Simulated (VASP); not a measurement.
Input:

```xyz
8
Lattice="5.1076 0.0000 0.0000 0.0000 5.1076 0.0000 0.0000 0.0000 5.1076" Properties=species:S:1:pos:R:3 pbc="T T T"
Sr     0.0000     0.0000     0.0000
Sr     2.5538     2.5538     0.0000
Sr     2.5538     0.0000     2.5538
O      2.5538     2.5538     2.5538
O      0.0000     0.0000     2.5538
O      0.0000     2.5538     0.0000
O      2.5538     0.0000     0.0000
Cd     0.0000     2.5538     2.5538
```

These are HSE06 screened hybrid, VASP's PBE PAW potentials (set 64) (plane waves; VASP) values and carry that method's errors. Run with 500 eV cut-off, 4×4×4 Γ-centred mesh, Gaussian smearing of 0.050 eV, potentials Sr_sv O Cd.

Question: Estimate the energy per atom (σ→0), pressure, band gap (over the mesh, the named points and PBE's band edges) with the smallest direct gap where there is one.

Answer: 
```json
{
  "band gap (over the mesh, the named points and PBE's band edges)": "1.72 eV",
  "smallest direct gap (over the mesh, the named points and PBE's band edges)": "1.97 eV",
  "energy per atom (σ→0)": "-6.547 eV/atom",
  "pressure": "-2.72 GPa"
}
```

The structure was generated: CdSr3O4 was put into an ordered model structure (Pm-3m), which need not be its known phase. It was relaxed first.
